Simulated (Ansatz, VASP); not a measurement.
# Li2GaC6: VASP beside Ansatz

File INCAR:

```
SYSTEM = Li2GaC6
PREC = Accurate
ENCUT = 520
EDIFF = 1E-6
ISMEAR = 0
SIGMA = 0.1
LREAL = .False.
LASPH = .True.
NELM = 150
ALGO = Normal
ISIF = 2
LWAVE = .False.
LCHARG = .False.
ISPIN = 2
MAGMOM = 0 0 0 1 1 1 1 1 1
LORBIT = 11
GGA = PE
NBANDS = 36
```

Contents of KPOINTS:

```
regular mesh
0
Gamma
  4 4 4
  0 0 0
```

Contents of POSCAR:

```
Li2GaC6
1.0
    0.0000000000      3.7781716402      3.7781716402
    3.7781716402      0.0000000000      3.7781716402
    3.7781716402      3.7781716402      0.0000000000
Li Ga C
2 1 6
Direct
    0.7500000000      0.7500000000      0.7500000000
    0.5000000000      0.5000000000      0.5000000000
    0.0000000000      0.0000000000      0.0000000000
    0.2753309717      0.7246690283      0.7246690283
    0.7246690283      0.2753309717      0.2753309717
    0.7246690283      0.7246690283      0.2753309717
    0.2753309717      0.2753309717      0.7246690283
    0.2753309717      0.7246690283      0.2753309717
    0.7246690283      0.2753309717      0.7246690283
```

Input for Ansatz:

```yaml
crystal:
  lattice:
    - [0.0, 3.7781716402, 3.7781716402]
    - [3.7781716402, 0.0, 3.7781716402]
    - [3.7781716402, 3.7781716402, 0.0]
  atoms:
    - { symbol: Li, position: [0.75, 0.75, 0.75] }
    - { symbol: Li, position: [0.5, 0.5, 0.5] }
    - { symbol: Ga, position: [0.0, 0.0, 0.0] }
    - { symbol: C, position: [0.2753309717, 0.7246690283, 0.7246690283], spin: 1.0 }
    - { symbol: C, position: [0.7246690283, 0.2753309717, 0.2753309717], spin: 1.0 }
    - { symbol: C, position: [0.7246690283, 0.7246690283, 0.2753309717], spin: 1.0 }
    - { symbol: C, position: [0.2753309717, 0.2753309717, 0.7246690283], spin: 1.0 }
    - { symbol: C, position: [0.2753309717, 0.7246690283, 0.2753309717], spin: 1.0 }
    - { symbol: C, position: [0.7246690283, 0.2753309717, 0.7246690283], spin: 1.0 }
basis:
  ecutwfc: 420
kpoints:
  mp_grid: { grid: [4, 4, 4] }
hamiltonian:
  xc: pbe
scf:
  occupations: { method: gaussian, width: 0.1 }
  lower_state_search: "off"
output:
  forces: true
  stress: true
  eigenvalues: true
  populations: true
magnetization:
  spin_polarized: true
```

Alike in both runs: task single point; functional PBE; k mesh 4 × 4 × 4; occupations gaussian, width 0.1 eV; collinear spin.

```csv
,VASP,Ansatz
version,VASP 6.6.1,Ansatz 0.2.0
potentials or method,"VASP PAW PBE potentials, release 64 (Li_sv, Ga_d, C)","scalar-relativistic, plane waves, PAW"
plane-wave cutoff (eV),520,420
valence electrons in the cell,43,43
```

|  | VASP | Ansatz | Ansatz less VASP |
| --- | --- | --- | --- |
| gap on the k mesh at the Fermi level (eV) | none | none | - |
| rms of the force components (eV/Å) | 0.028 | 0.001 | -0.0268 |
| net moment per atom (μB) | 0.00 | 0.00 | 0.000 |

Atom by atom the forces differ by 0.027 eV/Å (rms over components). A gap of «none» marks a metal or a gap that the smearing closes. With one functional, cell and mesh, what is left measures potentials, basis and numerics. Ansatz warned: «seeded_moment_not_kept».

Caveats: the k mesh is coarse (spacing up to 0.36 Å⁻¹), so the values aren't converged.
